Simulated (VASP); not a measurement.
# Be3Se2S (Cmc2_1) in VASP: further runs

Runs on Be3Se2S. Level: PBE. Tasks: single point, relaxation of cell and atoms.

Program: VASP 6.6.1. These are calculated values, not measurements. Logs are shortened: lines on timing, memory, paths and dates and some standing lists are left out, and cuts for length are marked.

### Step 1. Starting point

The structure is orthorhombic, space group Cmc2_1 (No. 36). Conventional cell: a = 10.746 Å, b = 6.202 Å, c = 5.902 Å, α = 90.00°, β = 90.00°, γ = 90.00°. Around Be (site symmetry 1) lie 1 S at 2.11 Å and 3 Se at 2.24 Å. Be (site symmetry m) has 2 S at 2.12 to 2.14 Å and 2 Se at 2.24 Å as nearest neighbours. Se (site symmetry 1) has 4 Be at 2.24 Å as nearest neighbours. Around S (site symmetry m) lie 4 Be at 2.11 to 2.14 Å.

The cell was built by a generator and needn't be a form met in nature.

### Step 2. Single point, PBE

File INCAR:

```
PREC     = Normal         # precision mode
ENCUT    = 520            # plane-wave cutoff, eV
EDIFF    = 1E-5           # SCF threshold, eV
ISMEAR   = 0              # smearing method
SIGMA    = 0.05           # smearing width, eV
LREAL    = Auto         
LASPH    = True           # aspherical terms in the spheres
NELM     = 80             # most SCF steps
ALGO     = Fast           # electronic algorithm
ISIF     = 2              # what is computed and relaxed
LWAVE    = False          # write WAVECAR
LCHARG   = False          # write CHGCAR
GGA      = PE             # functional
```

File KPOINTS:

```
regular mesh
0
Gamma
  3 3 3
```

File POSCAR:

```
Be3Se2S
1.0
    5.3729100000     -3.1012500000      0.0000000000
    5.3729100000      3.1012500000      0.0000000000
    0.0000000000      0.0000000000      5.9023400000
Be Se S
6 4 2
Direct
    0.5144170000      0.1660840000      0.6131090000
    0.8339160000      0.4855830000      0.6131090000
    0.1538120000      0.8461880000      0.6311330000
    0.1660840000      0.5144170000      0.1131090000
    0.4855830000      0.8339160000      0.1131090000
    0.8461880000      0.1538120000      0.1311330000
    0.5032270000      0.1670340000      0.9928820000
    0.4967730000      0.8329660000      0.4928820000
    0.8329660000      0.4967730000      0.9928820000
    0.1670340000      0.5032270000      0.4928820000
    0.8378300000      0.1621700000      0.4941070000
    0.1621700000      0.8378300000      0.9941070000
```

Potentials or basis: VASP PAW PBE potentials, release 64 (Be, Se, S).

Started as:

```console
> cat potpaw_PBE.64/Be/POTCAR potpaw_PBE.64/Se/POTCAR potpaw_PBE.64/S/POTCAR > POTCAR
> mpirun -np 1 vasp_std > vasp.out
```

OUTCAR:

```text
PREC = Normal
   ENCUT = 520
   EDIFF = 1E-5
   ISMEAR = 0
   LREAL = Auto
   LASPH = True
   NELM = 80
   ISIF = 2
   GGA = PE

 ion  position               nearest neighbor table
   1  0.514  0.166  0.613-  11 2.11   8 2.24  10 2.24   7 2.24
   2  0.834  0.486  0.613-  11 2.11  10 2.24   8 2.24   9 2.24
   3  0.154  0.846  0.631-  11 2.12  12 2.14   8 2.24  10 2.24
   4  0.166  0.514  0.113-  12 2.11   9 2.24   7 2.24  10 2.24
   5  0.486  0.834  0.113-  12 2.11   7 2.24   9 2.24   8 2.24
   6  0.846  0.154  0.131-  12 2.12  11 2.14   7 2.24   9 2.24
   7  0.503  0.167  0.993-   5 2.24   4 2.24   6 2.24   1 2.24
   8  0.497  0.833  0.493-   1 2.24   2 2.24   3 2.24   5 2.24
   9  0.833  0.497  0.993-   4 2.24   5 2.24   6 2.24   2 2.24
  10  0.167  0.503  0.493-   2 2.24   1 2.24   3 2.24   4 2.24
  11  0.838  0.162  0.494-   1 2.11   2 2.11   3 2.12   6 2.14
  12  0.162  0.838  0.994-   4 2.11   5 2.11   6 2.12   3 2.14

  LATTYP: Found a base centered orthorhombic cell.
 ALAT       =     6.2025000000
 B/A-ratio  =     1.7324981862
 C/A-ratio  =     0.9516066102

  Lattice vectors:

 A1 = (  -5.3729100000,  -3.1012500000,   0.0000000000)
 A2 = (   5.3729100000,  -3.1012500000,   0.0000000000)
 A3 = (   0.0000000000,   0.0000000000,   5.9023400000)

Analysis of symmetry for initial positions (statically):
=====================================================================
 Subroutine PRICEL returns:
 Original cell was already a primitive cell.

 Routine SETGRP: Setting up the symmetry group for a
 base centered orthorhombic supercell.

 Subroutine GETGRP returns: Found  4 space group operations
 (whereof  2 operations were pure point group operations)
 out of a pool of  8 trial point group operations.

The static configuration has the point symmetry C_1h.
 The point group associated with its full space group is C_2v.

Analysis of symmetry for dynamics (positions and initial velocities):
=====================================================================
 Subroutine PRICEL returns:
 Original cell was already a primitive cell.

 Routine SETGRP: Setting up the symmetry group for a
 base centered orthorhombic supercell.

 Subroutine GETGRP returns: Found  4 space group operations
 (whereof  2 operations were pure point group operations)
 out of a pool of  8 trial point group operations.

The dynamic configuration has the point symmetry C_1h.
 The point group associated with its full space group is C_2v.

 Subroutine INISYM returns: Found  4 space group operations
 (whereof  2 operations are pure point group operations),
 and found     1 'primitive' translations

----------------------------------------------------------------------------------------

                                     Primitive cell

  volume of cell :     196.6983

  direct lattice vectors                    reciprocal lattice vectors
     5.372910000 -3.101250000  0.000000000     0.093059441 -0.161225312  0.000000000
     5.372910000  3.101250000  0.000000000     0.093059441  0.161225312  0.000000000
     0.000000000  0.000000000  5.902340000     0.000000000  0.000000000  0.169424330

  length of vectors
     6.203701591  6.203701591  5.902340000     0.186154938  0.186154938  0.169424330

  position of ions in fractional coordinates (direct lattice)
     0.514417000  0.166084000  0.613109000
     0.833916000  0.485583000  0.613109000
     0.153812000  0.846188000  0.631133000
     0.166084000  0.514417000  0.113109000
     0.485583000  0.833916000  0.113109000
     0.846188000  0.153812000  0.131133000
     0.503227000  0.167034000  0.992882000
     0.496773000  0.832966000  0.492882000
     0.832966000  0.496773000  0.992882000
     0.167034000  0.503227000  0.492882000
     0.837830000  0.162170000  0.494107000
     0.162170000  0.837830000  0.994107000

  ion indices of the primitive-cell ions
   primitive index   ion index
                 1           1
                 2           2
                 3           3
                 4           4
                 5           5
                 6           6
                 7           7
                 8           8
                 9           9
                10          10
                11          11
                12          12

----------------------------------------------------------------------------------------

 KPOINTS: regular mesh

Automatic generation of k-mesh.
 Grid dimensions read from file:
 generate k-points for:    3    3    3

 Generating k-lattice:

  Cartesian coordinates                     Fractional coordinates (reciprocal lattice)
     0.031019814 -0.053741771  0.000000000     0.333333333  0.000000000  0.000000000
     0.031019814  0.053741771  0.000000000     0.000000000  0.333333333  0.000000000
     0.000000000  0.000000000  0.056474777     0.000000000  0.000000000  0.333333333

  Length of vectors
     0.062051646  0.062051646  0.056474777

  Shift w.r.t. Gamma in fractional coordinates (k-lattice)
     0.000000000  0.000000000  0.000000000

 Subroutine IBZKPT returns following result:
 ===========================================

 Found      8 irreducible k-points:

 Following reciprocal coordinates:
            Coordinates               Weight
  0.000000  0.000000  0.000000      1.000000
  0.333333  0.000000  0.000000      4.000000
  0.333333  0.333333  0.000000      2.000000
 -0.333333  0.333333  0.000000      2.000000
  0.000000  0.000000  0.333333      2.000000
  0.333333  0.000000  0.333333      8.000000
  0.333333  0.333333  0.333333      4.000000
 -0.333333  0.333333  0.333333      4.000000
   k-points           NKPTS =      8   k-points in BZ     NKDIM =      8   number of bands    NBANDS=     31
   number of dos      NEDOS =    301   number of ions     NIONS =     12
   total plane-waves  NPLWV =  46656
   dimension x,y,z NGX =    36 NGY =   36 NGZ =   36
   dimension x,y,z NGXF=    72 NGYF=   72 NGZF=   72
   ions per type =               6   4   2
   NGX,Y,Z   is equivalent  to a cutoff of   9.65,  9.65, 10.14 a.u.
   NGXF,Y,Z  is equivalent  to a cutoff of  19.29, 19.29, 20.28 a.u.
 SYSTEM =  unknown system
   PREC   = normal    normal or accurate (medium, high low for compatibility)
   ISTART =      0    job   : 0-new  1-cont  2-samecut
   ICHARG =      2    charge: 1-file 2-atom 10-const
   ISPIN  =      1    spin polarized calculation?
   LNONCOLLINEAR =      F non collinear calculations
   LSORBIT =      F    spin-orbit coupling
   LASPH  =      T    aspherical Exc in radial PAW
   ENCUT  =  520.0 eV  38.22 Ry    6.18 a.u.  11.53 11.53 10.97*2*pi/ulx,y,z
   NELM   =     80;   NELMIN=  2; NELMDL= -5     # of ELM steps
   EDIFF  = 0.1E-04   stopping-criterion for ELM
   LREAL  =      T    real-space projection
   EDIFFG = 0.1E-03   stopping-criterion for IOM
   NSW    =      0    number of steps for IOM
   IBRION =     -1    ionic relax: 0-MD 1-quasi-New 2-CG
   NFREE  =      0    steps in history (QN), initial steepest desc. (CG)
   ISIF   =      2    stress and relaxation
   ISYM   =      2    0-nonsym 1-usesym 2-fastsym
   POTIM  = 0.5000    time-step for ionic-motion
   TEBEG  =    0.0;   TEEND  =   0.0 temperature during run
   PSTRESS=    0.0 pullay stress
   NELECT =      48.0000    total number of electrons
   NUPDOWN=      -1.0000    fix difference up-down
   EMIN   =  10.00;   EMAX   =-10.00  energy-range for DOS
   EFERMI =   0.00;   METHOD = LEGACY
   ISMEAR =     0;   SIGMA  =   0.05  broadening in eV -4-tet -1-fermi 0-gaus
   EFERMI_NEDOS =   21; number of points for ismear=-14 and -15
   IALGO  =     68    algorithm
   IMIX   =      4    mixing-type and parameters
     AMIX     =   0.40;   BMIX     =  1.00
     AMIX_MAG =   1.60;   BMIX_MAG =  1.00
  volume/ion in A,a.u.               =      16.39       110.62
  Fermi-wavevector in a.u.,A,eV,Ry     =   1.023030  1.933246 14.239728  1.046590
  Thomas-Fermi vector in A             =   2.156741
   LORBIT       =      0    0 simple, 1 ext, 2 COOP (PROOUT), +10 PAW based schemes
   GGA     = PE    functional components
   LHFCALC =     F    Hartree Fock is set to
   AEXX    =    0.0000 exact exchange contribution
   IVDW    =     0    specifies the selected vdW correction
   LEPSILON=     F    determine dielectric tensor
   LRPA    =     F    only Hartree local field effects (RPA)
 non-spin polarized calculation
 RMM-DIIS sequential band-by-band and
 Gauss-broadening in eV      SIGMA  =   0.05
  energy-cutoff  :      520.00
  volume of cell :      196.70
 maximum number of plane-waves:      5313
   NGX = 23   NGY = 23   NGZ = 21

 number of electron      48.0000001 magnetization

 Free energy of the ion-electron system (eV)
  ---------------------------------------------------
  ext. energy  EPLUGINS =         0.00000000
  ---------------------------------------------------
  free energy    TOTEN  =       -55.29391052 eV

  energy without entropy =      -55.29391052  energy(sigma->0) =      -55.29391052

 E-fermi :   3.7430     XC(G=0):  -9.4448

 val. band max:        3.5212586412   @ k =   0.0000   0.0000   0.0000
 cond. band min:       6.9322547297   @ k =   0.0000   0.0000   0.0000
 fundamental gap:      3.4109960885
 Fermi energy:         3.7429896355

 k-point     1 :       0.0000    0.0000    0.0000
  band No.  band energies     occupation
      1     -10.2317      2.00000
      2      -8.9106      2.00000
      3      -8.5861      2.00000
      4      -8.5405      2.00000
      5      -8.3695      2.00000
      6      -8.3651      2.00000
[... 23 lines left out ...]
     30       8.5243      0.00000
     31       8.9188      0.00000
[... 207 lines left out ...]
      1      -9.2704      2.00000
      2      -9.1349      2.00000
      3      -9.0659      2.00000
      4      -8.8140      2.00000
      5      -8.6426      2.00000
      6      -8.5855      2.00000
[... 23 lines left out ...]
     30       8.0040      0.00000
     31       8.9546      0.00000

------------------------ aborting loop because EDIFF is reached ----------------------------------------

  FORCE on cell =-STRESS in cart. coord.  units (eV):
  Direction    XX          YY          ZZ          XY          YZ          ZX
  --------------------------------------------------------------------------------------
  -------------------------------------------------------------------------------------
  Total        0.0690454      0.0661511      0.0750533      0.0000000      0.0000000      0.0000000
  in kB        0.5623996      0.5388242      0.6113359      0.0000000      0.0000000      0.0000000
  external PRESSURE =       0.5708532 kB  Pullay stress =       0.0000000 kB

 VOLUME and BASIS-vectors are now :
 -----------------------------------------------------------------------------
  energy-cutoff  :      520.00
  volume of cell :      196.70
      direct lattice vectors                 reciprocal lattice vectors
     5.372910000 -3.101250000  0.000000000     0.093059441 -0.161225312  0.000000000
     5.372910000  3.101250000  0.000000000     0.093059441  0.161225312  0.000000000
     0.000000000  0.000000000  5.902340000     0.000000000  0.000000000  0.169424330

 POSITION                                       TOTAL-FORCE (eV/Angst)
 -----------------------------------------------------------------------------------
      3.65627     -1.08027      3.61878        -0.002133      0.002081      0.003520
      7.08955     -1.08027      3.61878         0.002133      0.002081      0.003520
      5.37291      2.14723      3.72516         0.000000      0.002831      0.000304
      3.65627      1.08027      0.66761        -0.002133     -0.002081      0.003520
      7.08955      1.08027      0.66761         0.002133     -0.002081      0.003520
      5.37291     -2.14723      0.77399         0.000000     -0.002831      0.000304
      3.60125     -1.04262      5.86033         0.009277     -0.001261     -0.001314
      7.14457      1.04262      2.90916        -0.009277      0.001261     -0.001314
      7.14457     -1.04262      5.86033        -0.009277     -0.001261     -0.001314
      3.60125      1.04262      2.90916         0.009277      0.001261     -0.001314
      5.37291     -2.09539      2.91639         0.000000      0.006454     -0.004715
      5.37291      2.09539      5.86756         0.000000     -0.006454     -0.004715
 -----------------------------------------------------------------------------------
    total drift:                                0.000000     -0.000000     -0.008316

  FREE ENERGIE OF THE ION-ELECTRON SYSTEM (eV)
  ---------------------------------------------------
  free  energy   TOTEN  =       -55.2939105160 eV

  energy  without entropy=      -55.2939105160  energy(sigma->0) =      -55.29391052
```

It took 30 s on 1 thread of Intel Xeon Platinum 8259CL at 2.50GHz (Skylake/Cascade Lake), shared host; peak memory 0.21 GiB.

What came out:

```
Free energy            : -55.2939 eV
Pressure               : 0.1 GPa
Largest force          : 0.009 eV/Å
Band gap on the k mesh : 3.41 eV, direct
```

Forces in eV/Å, atoms in the order of the input:
```
Be  -0.002  0.002  0.004
Be   0.002  0.002  0.004
Be   0.000  0.003  0.000
Be  -0.002 -0.002  0.004
Be   0.002 -0.002  0.004
Be   0.000 -0.003  0.000
Se   0.009 -0.001 -0.001
Se  -0.009  0.001 -0.001
Se  -0.009 -0.001 -0.001
Se   0.009  0.001 -0.001
S    0.000  0.006 -0.005
S    0.000 -0.006 -0.005
```

Caveat: an odd mesh through Γ misses points on the zone boundary, where band edges often lie.

### Step 3. Relaxation of cell and atoms, PBE

This run uses another cell than the first one, of 16.82 Å³/atom, 1.026 times its volume.

File INCAR:

```
  PREC = Normal
  ENCUT = 520
  EDIFF = 1E-5
  ISMEAR = 0
  SIGMA = 0.05
  LREAL = Auto
  LASPH = True
  NELM = 80
  ALGO = Fast
  ISIF = 3
  LWAVE = False
  LCHARG = False
  GGA = PE
  IBRION = 2
  NSW = 110
  EDIFFG = -0.03
  ISYM = 0
```

KPOINTS is that of step 2.

File POSCAR:

```
Be3Se2S
1.0
    5.4700683600     -3.0504107000     -0.0344480200
    5.5166476800      3.1311092800     -0.0253076000
   -0.0328218800      0.0086980800      5.9443409400
Be Se S
6 4 2
Direct
    0.5122031600      0.1786590200      0.6137375200
    0.8401367300      0.4744599500      0.6242299300
    0.1680274700      0.8652025700      0.6640795400
    0.1604551000      0.5253881300      0.1374021700
    0.4829427400      0.8351752400      0.0987706800
    0.8476614200      0.1462975700      0.1492170400
    0.5176317500      0.1560267300      0.9729682500
    0.4848904800      0.8420842400      0.5230465400
    0.8496432100      0.4976728200      0.9906786800
    0.1435101300      0.4948375500      0.4965508200
    0.8386236000      0.1453671800      0.5194356500
    0.1361458200      0.8531489100      0.9904770800
```

Potentials or basis: VASP PAW PBE potentials, release 64 (Be, Se, S).

Started as:

```console
> cat potpaw_PBE.64/Be/POTCAR potpaw_PBE.64/Se/POTCAR potpaw_PBE.64/S/POTCAR > POTCAR
> mpirun -np 1 vasp_std > vasp.out
```

It took 7.1 min on 1 thread of Intel Xeon Platinum 8259CL at 2.50GHz (Skylake/Cascade Lake), shared host; peak memory 0.25 GiB.

Results (log left out):

```yaml
Free_energy: -55.2946 eV
Relaxed_volume: 16.39 Å³/atom
Relaxed_cell: a = 6.204 Å, b = 6.204 Å, c = 5.902 Å, α = 89.99°, β = 89.99°, γ = 59.96°
Space_group_after_relaxing_to_0.05_Å: Cmc2_1 (No. 36)
Energy_gained_by_relaxing: 109.5 meV/atom
Ionic_steps: 14
Pressure_after_relaxing: 0.0 GPa
Largest_force_after_relaxing: 0.020 eV/Å
Band_gap_on_the_k_mesh: 3.41 eV, direct
```

Forces in eV/Å, atoms in the order of the input:
```
Be   0.007  0.007  0.006
Be  -0.002 -0.006 -0.003
Be   0.002  0.008 -0.007
Be  -0.011  0.000 -0.017
Be   0.001  0.000  0.003
Be   0.002  0.010 -0.007
Se  -0.005 -0.013 -0.007
Se   0.002 -0.004  0.011
Se  -0.004  0.004  0.004
Se  -0.002 -0.004  0.014
S    0.009 -0.014  0.009
S   -0.001  0.012 -0.007
```

Step by step:
```tsv
step	energy change (eV)	largest force (eV/Å)	pressure (GPa)	volume (Å³)
1	0.0000	2.4399	-0.01	201.84
2	-0.9389	0.9119	-1.56	201.78
3	-1.0659	0.6881	-1.65	201.71
4	-1.2403	0.5109	0.51	196.12
5	-1.2454	0.5112	0.65	195.29
6	-1.2374	0.5176	1.39	193.62
7	-1.2458	0.5109	0.78	194.98
8	-1.2944	0.1680	0.00	196.80
9	-1.2977	0.1690	-0.27	197.40
10	-1.3084	0.1163	0.00	196.77
11	-1.3099	0.1139	0.13	196.45
12	-1.3134	0.0684	0.00	196.78
13	-1.3139	0.0520	-0.08	196.97
14	-1.3144	0.0198	0.03	196.68
```

Final structure:
```xyz
12
Lattice="5.3734 -3.1011 0.0005 5.3745 3.0995 0.0003 0.0009 0.0004 5.9023" Properties=species:S:1:pos:R:3 pbc="T T T"
Be    3.6519   -1.0699    3.6701
Be    7.0888   -1.0688    3.6718
Be    5.3716    2.1559    3.7792
Be    3.6576    1.0860    0.7230
Be    7.0925    1.0847    0.7188
Be    5.3727   -2.1422    0.8276
Se    3.6017   -1.0346    0.0092
Se    7.1433    1.0516    2.9593
Se    7.1466   -1.0377    0.0096
Se    3.5992    1.0527    2.9608
S     5.3702   -2.0830    2.9699
S     5.3744    2.0976    0.0200
```

Levels at points of the mesh, in eV from the valence-band top:
```tsv
k point	band 21	band 22	band 23	band 24	band 25	band 26	band 27	band 28
(0.00, 0.00, 0.00)	-1.10	-0.15	-0.02	0.00	3.41	3.42	4.28	4.58
```

Caveat: an odd mesh through Γ misses points on the zone boundary, where band edges often lie.
